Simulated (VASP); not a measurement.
Data:

```xyz
1
Lattice="0.0000 1.9207 1.9207 1.9207 0.0000 1.9207 1.9207 1.9207 0.0000" Properties=species:S:1:pos:R:3 pbc="T T T"
Ag     0.0000     0.0000     0.0000
```

Method: PBEsol GGA, VASP's PBE PAW potentials (set 64) (plane waves; VASP 6.6.1). Numerical set-up: 500 eV cut-off, 16×16×16 Γ-centred mesh, first-order Methfessel-Paxton smearing of 0.10 eV, potentials Ag.

Energy and stress use the plane-wave basis of the starting cell.

Q: The ions, cell shape and volume at an external pressure of 45.0 GPa are relaxed. Give the cell that the relaxation ends in.

A: 
```xyz
1
Lattice="0.0000 1.8898 1.8898 1.8898 0.0000 1.8898 1.8898 1.8898 0.0000" Properties=species:S:1:pos:R:3 pbc="T T T"
Ag     0.0000     0.0000     0.0000
```
Space group Fm-3m (225), at a tolerance of 0.03 Å.

Q: How do energy and volume change from the first to the last step?

A: The energy (σ→0) changes by +155.8 meV/atom and the volume by -4.8 %, in 4 ionic steps.

The compound is Ag in the fcc structure. This run relaxes it under an external pressure of 45 GPa. Symmetry was kept, so distortions that lower it aren't found.
